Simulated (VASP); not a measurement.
# A VASP study of Re2C (r2SCAN): structure first, properties next

Wanted: the relaxed cell of Re2C and its properties. The steps: full relaxation (r2SCAN), density, ELF and potential (r2SCAN), bands along the symmetry lines (r2SCAN), total and projected DOS (r2SCAN), volume scan with r2SCAN, fit for r2SCAN and optical spectrum (r2SCAN). The start is a computed cell from the Materials Project.

Method: r2SCAN; plane waves and PAW (Re, C), in VASP 6.6.1.

Report form: the programs' logs are mostly left out.

**1. Starting point**

Before any relaxation, the start is as follows. It takes space group P6_3/mmc (No. 194, hexagonal). The conventional cell has a = 2.856 Å, b = 2.856 Å, c = 9.863 Å, α = 90.00°, β = 90.00°, γ = 120.00°. Nearest to Re lie 3 C at 2.16 Å. Nearest to C lie 6 Re at 2.16 Å. Farther neighbours are not listed.

Coordinates:

```
Re C
1.0
     2.85577    0.00000    0.00000
    -1.42789    2.47317    0.00000
     0.00000    0.00000    9.86286
Re C
4 2
Direct
  0.33333 0.66667 0.60835
  0.66667 0.33333 0.10835
  0.66667 0.33333 0.39165
  0.33333 0.66667 0.89165
  0.33333 0.66667 0.25000
  0.66667 0.33333 0.75000
```

**2. Full relaxation (r2SCAN)**

The start need not lie at this functional's minimum. ISIF = 3 frees volume, shape and positions, and EDIFFG sets the threshold on forces and stress at which the search stops. r2SCAN adds the kinetic-energy density, costs more than a GGA and is run with LASPH.

File INCAR:

```
SYSTEM = Re2C
PREC = Accurate
ENCUT = 520
EDIFF = 1E-06
NELM = 100
ISMEAR = 0
SIGMA = 0.05
LREAL = .FALSE.
ALGO = Normal
METAGGA = R2SCAN
LASPH = .TRUE.
NBANDS = 24
LORBIT = 11
LWAVE = .FALSE.
LCHARG = .FALSE.
KPAR = 4
IBRION = 2
NSW = 60
ISIF = 3
EDIFFG = -0.01
```

File POSCAR:

```
Re2C
1.0
    2.8557741595      0.0000000000      0.0000000000
   -1.4278870797      2.4731729696      0.0000000000
    0.0000000000      0.0000000000      9.8628597200
Re C
4 2
Direct
    0.3333333300      0.6666666700      0.6083498100
    0.6666666700      0.3333333300      0.1083498100
    0.6666666700      0.3333333300      0.3916501900
    0.3333333300      0.6666666700      0.8916501900
    0.3333333300      0.6666666700      0.2500000000
    0.6666666700      0.3333333300      0.7500000000
```

File KPOINTS:

```
Automatic mesh
0
Gamma
9 9 3
0 0 0
```

Potentials, in the order of the species: Re and C (PBE family, release 64).

Started as:

```sh
$ mpirun -np 4 vasp_std
```

It took 85 s on 4 MPI ranks of Intel Xeon 6975P-C (Granite Rapids), shared host; peak memory 0.99 GiB.

The k-mesh is coarse for a metal. The PAW data sets were made with PBE, which is usual practice but a small mismatch for other functionals. The data set Re keeps the semicore shell frozen, which is cheaper and a little less accurate. The run keeps the 24 symmetry operations of its start, so it cannot find a distortion of lower symmetry.

The steps of the relaxation:

```tsv
step	energy less that of the first step (eV)	largest force (eV/Å)	pressure (GPa)	volume (Å³)
1	0.0000	0.1893	-1.54	69.66
2	0.0137	0.2947	5.18	68.54
3	-0.0028	0.0548	0.37	69.33
4	-0.0020	0.1218	-0.73	69.48
5	-0.0029	0.0004	0.04	69.38
```

```tsv
conventional cell, symmetrised	before	after	change
a (Å)	2.856	2.850	-0.2 %
b (Å)	2.856	2.850	-0.2 %
c (Å)	9.863	9.859	-0.0 %
volume (Å³/atom)	11.61	11.56	-0.4 %
```

Final coordinates:

```xyz
6
Lattice="2.8505 0.0000 0.0000 -1.4252 2.4686 0.0000 0.0000 0.0000 9.8593" Properties=species:S:1:pos:R:3 pbc="T T T"
Re    0.0000    1.6457    5.9943
Re    1.4252    0.8229    1.0647
Re    1.4252    0.8229    3.8649
Re    0.0000    1.6457    8.7946
C     0.0000    1.6457    2.4648
C     1.4252    0.8229    7.3944
```

Numbers from this step:

| Quantity | Value |
| --- | --- |
| electrons | 36 |
| bands | 24 |
| irreducible k-points | 24 |
| symmetry operations | 24 |
| free energy (TOTEN) | -230.0101 eV |
| energy at zero smearing | -230.0071 eV |
| Fermi energy | 8.665 eV |
| pressure | 0.03918 GPa |
| metallic | yes |
| SCF cycles over all ionic steps | 42 |

It ends with forces under 0.001 eV/Å and a pressure of 0.04 GPa.

**3. Density, ELF and potential (r2SCAN)**

A single point on the relaxed cell gives a clean self-consistent state, with density, ELF and potential written out.

INCAR, as its differences from that of step 2:

```diff
@@ -14,7 +14,5 @@
 LWAVE = .FALSE.
-LCHARG = .FALSE.
-KPAR = 4
-IBRION = 2
-NSW = 60
-ISIF = 3
-EDIFFG = -0.01
+LCHARG = .TRUE.
+ISIF = 2
+LELF = .TRUE.
+LVHAR = .TRUE.
```

File POSCAR:

```
Re2C
1.0
    2.8504926418      0.0000000000      0.0000000000
   -1.4252463209      2.4685990411      0.0000000000
    0.0000000000      0.0000000000      9.8592584849
Re C
4 2
Direct
    0.3333333300      0.6666666700      0.6079885392
    0.6666666700      0.3333333300      0.1079885392
    0.6666666700      0.3333333300      0.3920114608
    0.3333333300      0.6666666700      0.8920114608
    0.3333333300      0.6666666700      0.2500000000
    0.6666666700      0.3333333300      0.7500000000
```

KPOINTS is that of step 2.

Started as:

```sh
$ mpirun -np 4 vasp_std
```

Elapsed: 34 s, on 4 MPI ranks; peak memory 0.6 GiB.

This step gave:

| Quantity | Value |
| --- | --- |
| SCF cycles | 17 |
| free energy (TOTEN) | -230.0099 eV |
| energy at zero smearing | -230.0069 eV |
| pressure | 0.04587 GPa |

Valence electrons inside each PAW sphere by angular momentum. Sphere charges, by row:

```tsv
atom	s (e)	p (e)	d (e)	tot (e)
Re1	0.581	0.764	4.894	6.239
Re2	0.581	0.764	4.894	6.239
Re3	0.581	0.764	4.894	6.239
Re4	0.581	0.764	4.894	6.239
C5	0.874	1.529	0	2.403
C6	0.874	1.529	0	2.403
```

Valence density in the ac plane at fractional y = 0.333, with atoms of Re and C within 0.2 Å of it. It is the smooth field of the valence electrons, not physical close to the nuclei.

Ten even steps from '_' (0.3 e/Å³) to '@' (1.6 e/Å³), each cell a mean:
```
..________....______________..
..::::::::....______________..
::::----::::..______________..
....::::........::::::::::....
..________..::==**##%%##**==::
..________..--##@@@@%%@@@@##--
..________..--**%%@@@@@@%%**--
............::--==++++++==--::
::::::::::::..................
::::::::::::..______________..
..............______________..
____________..................
..________....::----------::..
..________..--==++++++++++==--
::..____..::--==++##%%##++==--
....____....::====++++++====::
................::::::::::....
..::::::::......__________....
..............................
............::::----------::::
::..____..::--==++**##**++==--
::..____..::--==++**##**++==--
..________..::--==========--::
____________....::::::::::....
```
Columns run along a (2.9 Å), rows up along c (9.9 Å). Atoms in or near the plane, at fractional coordinates: Re at (0.67, 0.11), Re at (0.67, 0.39), C at (0.67, 0.75).

ELF in the ac plane at fractional y = 0.333, with atoms of Re and C within 0.2 Å of it. It is the smooth field of the valence electrons, not physical close to the nuclei.

Ten even steps from '_' (0.00) to '@' (0.76), each cell a mean:
```
++--------++******++++++******
----::::----======++++++======
----::::------------==--------
------------==++**######**++==
++--::::--++%%@@@@%%##%%@@@@%%
##==::::==##@@@@##::..::##@@@@
##==::::==##@@@@%%++==++%%@@@@
==--::::--==**%%@@@@@@@@@@%%**
--------------====++++++====--
----::::----------======------
==--::::--==++++++++++++++++++
++========++****++======++****
++++****++++====::::..::::====
--==++++==--::..__________..::
--==++++==--::______________::
--==++++==----..__________..--
++**####**++==----::::::----==
##%%%%%%%%##**++==========++**
####%%%%####++==----------==++
==++****++==----::......::----
--==++++==--::..__________..::
--==++++==--::______________::
==++++++++==--::..______..::--
++++++++++++++++==------==++++
```
Columns run along a (2.9 Å), rows up along c (9.9 Å). Atoms in or near the plane, at fractional coordinates: Re at (0.67, 0.11), Re at (0.67, 0.39), C at (0.67, 0.75).

Electrostatic potential energy in the ac plane at fractional y = 0.333, with atoms of Re and C within 0.2 Å of it. With pseudopotentials it is smooth inside the atoms' cores, unlike the true potential.

Ten even steps from '_' (-36 eV) to '@' (0 eV), each cell a mean:
```
%%%%%%%%%%%%@@@@@@@@@@@@@@@@@@
##**++++**##%%@@@@@@@@@@@@@@%%
**++++++++**##%%@@@@@@@@@@%%##
##********##%%%%@@%%%%%%@@%%%%
%%%%%%%%%%%%%%##==::::::==##%%
@@@@@@@@@@@@%%--__..**..__--%%
@@@@@@@@@@@@%%++..__::__..++%%
%%########%%%%%%##******##%%%%
****++++****##%%@@@@@@@@@@%%##
**++++++++**##%%@@@@@@@@@@%%##
####****####%%@@@@@@@@@@@@@@%%
@@@@@@@@@@@@@@@@%%%%%%%%%%@@@@
%%@@@@@@@@%%##**++======++**##
##%%@@@@%%##++--::..__..::--++
**%%@@@@%%**==::..______..::==
##%%@@@@%%##++==::::..::::==++
%%@@@@@@@@%%%%##**++++++**##%%
@@@@@@@@@@@@@@@@%%%%%%%%%%@@@@
@@@@@@@@@@@@@@%%##########%%@@
%%@@@@@@@@%%**++==------==++##
**%%@@@@%%**==--..______..--==
**%%@@@@%%**==::..______..::==
##@@@@@@@@##**==--::::::--==**
@@@@@@@@@@@@%%####******####%%
```
Columns run along a (2.9 Å; values clipped at the 3rd and 97th percentile), rows up along c (9.9 Å). Atoms in or near the plane, at fractional coordinates: Re at (0.67, 0.11), Re at (0.67, 0.39), C at (0.67, 0.75).

In this run the pressure is 0.05 GPa, small enough to go on.

**4. Bands along the symmetry lines (r2SCAN)**

The mesh alone shows little of the dispersion and can miss band extrema, so KPOINTS_OPT adds a path through the symmetry points after the self-consistent cycle.

File INCAR:

```
SYSTEM = Re2C
PREC = Accurate
ENCUT = 520
EDIFF = 1E-06
NELM = 100
ISMEAR = 0
SIGMA = 0.05
LREAL = .FALSE.
ALGO = Normal
METAGGA = R2SCAN
LASPH = .TRUE.
NBANDS = 34
LORBIT = 11
LWAVE = .FALSE.
LCHARG = .FALSE.
KPAR = 4
```

POSCAR is that of step 3.

KPOINTS is that of step 3.

File KPOINTS_OPT:

```
Line mode
16
Line-mode
Reciprocal
  0.00000000   0.00000000   0.00000000 GAMMA
  0.50000000   0.00000000   0.00000000 M

  0.50000000   0.00000000   0.00000000 M
  0.33333333   0.33333333   0.00000000 K

  0.33333333   0.33333333   0.00000000 K
  0.00000000   0.00000000   0.00000000 GAMMA

  0.00000000   0.00000000   0.00000000 GAMMA
  0.00000000   0.00000000   0.50000000 A

  0.00000000   0.00000000   0.50000000 A
  0.50000000   0.00000000   0.50000000 L

  0.50000000   0.00000000   0.50000000 L
  0.33333333   0.33333333   0.50000000 H

  0.33333333   0.33333333   0.50000000 H
  0.00000000   0.00000000   0.50000000 A

  0.50000000   0.00000000   0.50000000 L
  0.50000000   0.00000000   0.00000000 M

  0.33333333   0.33333333   0.00000000 K
  0.33333333   0.33333333   0.50000000 H
```

Started as:

```sh
$ mpirun -np 4 vasp_std
```

It took 2.5 min on 4 MPI ranks; peak memory 0.99 GiB; 8.9 min of CPU time.

Spin-orbit coupling is off here; with elements this heavy it splits and shifts levels by tenths of an eV or more.

Numbers from this step:

* SCF cycles: 15
* bands: 34
* pressure: 0.03267 GPa

Electronic bands along the path, in eV, zero at the Fermi level; # counts the bands kept:

```tsv
point	#13	#14	#15	#16	#17	#18	#19	#20
Γ	-2.12	-2.00	-2.00	-1.93	0.35	0.40	0.40	0.54
0.47 of the way	-2.68	-2.12	-1.34	-1.26	-0.60	0.59	0.70	1.42
M	-1.54	-1.08	-0.22	1.84	2.10	2.83	3.12	3.34
0.47 of the way	-1.65	-1.19	-0.83	1.66	1.82	2.46	2.97	3.10
K	-2.16	-1.38	-0.89	1.31	1.81	1.81	2.27	2.86
0.47 of the way	-2.52	-2.44	-1.49	-0.78	0.60	1.36	1.52	2.19
Γ	-2.12	-2.00	-2.00	-1.93	0.35	0.40	0.40	0.54
0.47 of the way	-2.06	-2.06	-1.84	-1.84	-0.29	-0.29	0.53	1.20
A	-2.22	-2.22	-1.14	-1.14	-1.14	-1.14	1.01	1.01
0.47 of the way	-2.52	-2.52	-1.40	-1.40	-0.14	-0.14	1.60	1.60
L	-0.74	-0.74	-0.20	-0.20	2.69	2.69	3.23	3.23
0.47 of the way	-1.07	-1.07	-0.48	-0.48	2.61	2.61	3.09	3.09
H	-1.72	-1.72	-0.36	-0.36	1.85	1.85	2.73	2.73
0.47 of the way	-2.70	-2.70	-1.09	-1.09	1.07	1.07	1.69	1.69
A	-2.22	-2.22	-1.14	-1.14	-1.14	-1.14	1.01	1.01
jump to L	-0.74	-0.74	-0.20	-0.20	2.69	2.69	3.23	3.23
0.53 of the way	-1.18	-1.02	-0.36	1.00	2.50	2.79	3.15	3.32
M	-1.54	-1.08	-0.22	1.84	2.10	2.83	3.12	3.34
jump to K	-2.16	-1.38	-0.89	1.31	1.81	1.81	2.27	2.86
0.47 of the way	-2.05	-1.45	-0.79	0.54	1.83	1.83	2.80	2.80
H	-1.72	-1.72	-0.36	-0.36	1.85	1.85	2.73	2.73
```

Of the projections kept (Re, C), the largest for each band there; the rest of the weight can lie on other orbitals:

```tsv
point	#13	#14	#15	#16	#17	#18	#19	#20
Γ	Re 0.97	Re 1.00	Re 1.00	Re 0.89	Re 0.66	Re 0.94	Re 0.94	Re 1.00
M	Re 1.00	Re 0.84	Re 0.96	Re 0.85	Re 1.00	Re 1.00	Re 1.00	Re 0.97
K	Re 1.00	Re 1.00	Re 0.96	Re 1.00	Re 0.90	Re 0.90	Re 0.77	Re 1.00
Γ	Re 0.97	Re 1.00	Re 1.00	Re 0.89	Re 0.66	Re 0.94	Re 0.94	Re 1.00
A	Re 1.00	Re 1.00	Re 0.94	Re 0.94	Re 0.94	Re 0.94	Re 0.66	Re 0.66
L	Re 0.91	Re 0.91	Re 0.92	Re 0.92	Re 1.00	Re 1.00	Re 1.00	Re 1.00
```

There is no gap at this level.

**5. Total and projected DOS (r2SCAN)**

Here the states are counted by energy and projected on the atoms. The mesh is finer than in the run before.

INCAR, as its differences from that of step 4:

```diff
@@ -5,3 +5,3 @@
 NELM = 100
-ISMEAR = 0
+ISMEAR = -5
 SIGMA = 0.05
@@ -16 +16,2 @@
 KPAR = 4
+NEDOS = 2001
```

POSCAR is that of step 4.

File KPOINTS:

```
Automatic mesh
0
Gamma
13 13 4
0 0 0
```

Started as:

```sh
$ mpirun -np 4 vasp_std
```

The job ended after 84 s (4 MPI ranks; peak memory 1.1 GiB).

With tetrahedra the forces and stress of a metal are not exact derivatives of the energy.

This step gave:

| Property | Result |
| --- | --- |
| irreducible k-points | 63 |
| free energy (TOTEN) | -230.0220 eV |
| Fermi energy | 8.654 eV |
| pressure | -0.02877 GPa |
| DOS at the Fermi level | 1.412 states/eV/cell |

The density of states has structure finer than the step of the table below, so its rows give means over 0.5 eV, whole bins alone (the curve runs from -12.0 to 4.30 eV). Peaks (eV: height): total -4.45: 5.72, -3.96: 9.27, -3.13: 6.18, -2.80: 8.03; Re d -3.96: 5.75, -2.80: 5.31, -1.23: 4.15, 2.49: 4.50; Re p -3.54: 0.797, -3.21: 0.762, -2.80: 0.943, -2.64: 0.816; C p -7.68: 0.774, -6.85: 0.791, -6.19: 0.652, -3.96: 1.02; Re s -7.76: 0.879, -6.85: 0.503, -5.86: 0.338, -3.96: 0.300.

States under -12.0 eV and over 4.3 eV are left out. Density of states against energy, zero at the Fermi level; means over each step; values in states/eV/cell:

```tsv
energy (eV)	total	Re d	Re p	C p	Re s	C s
-10.5	0	0	0	0	0	0
-10.0	0.0389	0.00226	0.00110	0.00373	0.0224	1.3e-4
-9.5	0.179	0.0144	0.00802	0.0180	0.0956	1.0e-3
-9.0	0.441	0.0841	0.0220	0.0530	0.178	0.00255
-8.5	1.38	0.407	0.0651	0.190	0.386	0.00812
-8.0	2.95	0.966	0.180	0.440	0.646	0.0228
-7.5	3.33	1.30	0.209	0.527	0.500	0.0283
-7.0	3.33	1.54	0.215	0.550	0.363	0.0173
-6.5	3.41	1.53	0.269	0.593	0.309	0.0273
-6.0	3.32	1.77	0.247	0.424	0.231	0.0389
-5.5	2.71	1.72	0.174	0.237	0.130	0.0114
-5.0	3.10	1.97	0.234	0.269	0.108	0.0109
-4.5	4.71	2.99	0.348	0.486	0.0951	0.0118
-4.0	6.39	3.93	0.494	0.756	0.177	0.0134
-3.5	4.44	2.68	0.572	0.322	0.0817	0.0405
-3.0	5.78	3.73	0.686	0.390	0.119	0.0260
-2.5	4.60	2.99	0.574	0.273	0.115	0.0179
-2.0	3.35	2.39	0.322	0.119	0.0882	0.00564
-1.5	4.43	3.32	0.389	0.144	0.0594	0.00431
-1.0	3.58	2.64	0.325	0.163	0.0281	0.00404
-0.5	1.91	1.46	0.124	0.0988	0.0102	0.00158
0.0	1.43	1.15	0.0520	0.0783	0.00577	0.00120
0.5	1.50	1.20	0.0518	0.0806	0.00731	0.00170
1.0	2.11	1.70	0.0659	0.114	0.0122	0.00434
1.5	3.16	2.52	0.100	0.183	0.0226	0.0110
2.0	4.43	3.67	0.0990	0.203	0.0442	0.0240
2.5	4.84	4.19	0.0873	0.155	0.0375	0.0286
3.0	4.53	3.86	0.106	0.146	0.0546	0.0528
3.5	3.63	2.94	0.101	0.168	0.0715	0.0650
4.0	2.30	1.50	0.124	0.240	0.0616	0.0931
```

The finer mesh and the other smearing move the Fermi level by -0.01 eV from the 9×9×3 run, a small shift, which tests the Fermi level alone. Of the states within 0.3 eV of the Fermi level, the largest shares in the PAW spheres are Re d 80 % and C p 5 %. The rest lies in smaller channels or between the spheres.

**6. Volume scan with r2SCAN**

An equation of state needs energies on both sides of the minimum, all on one mesh and cutoff.

File INCAR:

```
SYSTEM = Re2C
PREC = Accurate
ENCUT = 520
EDIFF = 1E-06
NELM = 100
ISMEAR = 0
SIGMA = 0.05
LREAL = .FALSE.
ALGO = Normal
METAGGA = R2SCAN
LASPH = .TRUE.
NBANDS = 24
LORBIT = 11
LWAVE = .FALSE.
LCHARG = .FALSE.
KPAR = 4
ISIF = 2
```

POSCAR, as its differences from that of step 5:

```diff
@@ -2,5 +2,5 @@
 1.0
-    2.8504926418      0.0000000000      0.0000000000
-   -1.4252463209      2.4685990411      0.0000000000
-    0.0000000000      0.0000000000      9.8592584849
+    2.7923029949      0.0000000000      0.0000000000
+   -1.3961514975      2.4182053287      0.0000000000
+    0.0000000000      0.0000000000      9.6579926540
 Re C
```

File KPOINTS:

```
Automatic mesh
0
Gamma
9 9 3
0 0 0
```

Started as:

```sh
$ mpirun -np 4 vasp_std
```

The job ended after 29 s (4 MPI ranks; peak memory 0.86 GiB).

The scan keeps the cell's shape and the fractional positions fixed.

Numbers from this step:

* bands: 24
* irreducible k-points: 24
* free energy (TOTEN): -229.6284 eV
* energy at zero smearing: -229.6254 eV
* Fermi energy: 9.495 eV
* pressure: 30.74 GPa

Force by atom:

```tsv
atom	x (eV/Å)	y (eV/Å)	z (eV/Å)	size
Re1	0.000	0.000	-0.193	0.193
Re2	0.000	0.000	-0.193	0.193
Re3	0.000	0.000	0.193	0.193
Re4	0.000	0.000	0.193	0.193
C5	0.000	0.000	0.000	0.000
C6	0.000	0.000	0.000	0.000
```

The pressure here is 30.74 GPa.

**7. Volume scan with r2SCAN (run 2)**

INCAR is that of step 6.

POSCAR, as its differences from that of step 6:

```diff
@@ -2,5 +2,5 @@
 1.0
-    2.7923029949      0.0000000000      0.0000000000
-   -1.3961514975      2.4182053287      0.0000000000
-    0.0000000000      0.0000000000      9.6579926540
+    2.8119677484      0.0000000000      0.0000000000
+   -1.4059838742      2.4352355047      0.0000000000
+    0.0000000000      0.0000000000      9.7260089278
 Re C
```

KPOINTS is that of step 6.

Started as:

```sh
$ mpirun -np 4 vasp_std
```

Elapsed: 28 s, on 4 MPI ranks; peak memory 0.85 GiB; 98 s of CPU time.

Numbers from this step:

- free energy (TOTEN): -229.8456 eV
- energy at zero smearing: -229.8426 eV
- Fermi energy: 9.209 eV
- pressure: 19.37 GPa

Force by atom:

```tsv
atom	x (eV/Å)	y (eV/Å)	z (eV/Å)	size
Re1	0.000	0.000	-0.126	0.126
Re2	0.000	0.000	-0.126	0.126
Re3	0.000	0.000	0.126	0.126
Re4	0.000	0.000	0.126	0.126
C5	0.000	0.000	0.000	0.000
C6	0.000	0.000	0.000	0.000
```

The pressure falls from 30.74 to 19.37 GPa.

The run ends at a pressure of 19.37 GPa, with forces up to 0.13 eV/Å.

**8. Volume scan with r2SCAN (run 3)**

INCAR is that of step 7.

POSCAR, as its differences from that of step 7:

```diff
@@ -2,5 +2,5 @@
 1.0
-    2.8119677484      0.0000000000      0.0000000000
-   -1.4059838742      2.4352355047      0.0000000000
-    0.0000000000      0.0000000000      9.7260089278
+    2.8313612423      0.0000000000      0.0000000000
+   -1.4156806211      2.4520307631      0.0000000000
+    0.0000000000      0.0000000000      9.7930869711
 Re C
```

KPOINTS is that of step 7.

Started as:

```sh
$ mpirun -np 4 vasp_std
```

Elapsed: 33 s, on 4 MPI ranks; peak memory 0.9 GiB; 1.9 min of CPU time.

The pressure falls from 19.37 to 9.18 GPa.

The run ends at a pressure of 9.18 GPa, with forces up to 0.061 eV/Å.

**9. Volume scan with r2SCAN (run 4)**

INCAR is that of step 8.

POSCAR, as its differences from that of step 8:

```diff
@@ -2,5 +2,5 @@
 1.0
-    2.8313612423      0.0000000000      0.0000000000
-   -1.4156806211      2.4520307631      0.0000000000
-    0.0000000000      0.0000000000      9.7930869711
+    2.8504926418      0.0000000000      0.0000000000
+   -1.4252463209      2.4685990411      0.0000000000
+    0.0000000000      0.0000000000      9.8592584849
 Re C
```

KPOINTS is that of step 8.

Started as:

```sh
$ mpirun -np 4 vasp_std
```

It took 36 s on 4 MPI ranks; peak memory 0.9 GiB; 2.1 min of CPU time.

The pressure falls from 9.18 to 0.05 GPa.

The run ends at a pressure of 0.05 GPa, with forces up to 2.2e-4 eV/Å.

**10. Volume scan with r2SCAN (run 5)**

INCAR is that of step 9.

POSCAR, as its differences from that of step 9:

```diff
@@ -2,5 +2,5 @@
 1.0
-    2.8504926418      0.0000000000      0.0000000000
-   -1.4252463209      2.4685990411      0.0000000000
-    0.0000000000      0.0000000000      9.8592584849
+    2.8693706267      0.0000000000      0.0000000000
+   -1.4346853133      2.4849478556      0.0000000000
+    0.0000000000      0.0000000000      9.9245534903
 Re C
```

KPOINTS is that of step 9.

Started as:

```sh
$ mpirun -np 4 vasp_std
```

Elapsed: 38 s, on 4 MPI ranks; peak memory 0.89 GiB.

The pressure falls from 0.05 to -8.17 GPa.

The run ends at a pressure of -8.17 GPa, with forces up to 0.058 eV/Å.

(Continued in part 2 of 2.)

[Lines on the potential files, build, host, timing and source positions are cut from VASP's logs without a mark.]

[Logs are printed without paths, hosts, clocks, repeated set-up lines and the standing remarks that a program may print on its own settings, such as how far it seeks lower states.]

[Hosts, paths, dates, database ids (printed as entryN), source tags and the programs' standing remarks are cut or masked in the printed files.]

[A measured line is paired with the nearest computed mode of its activity, which favours agreement.]
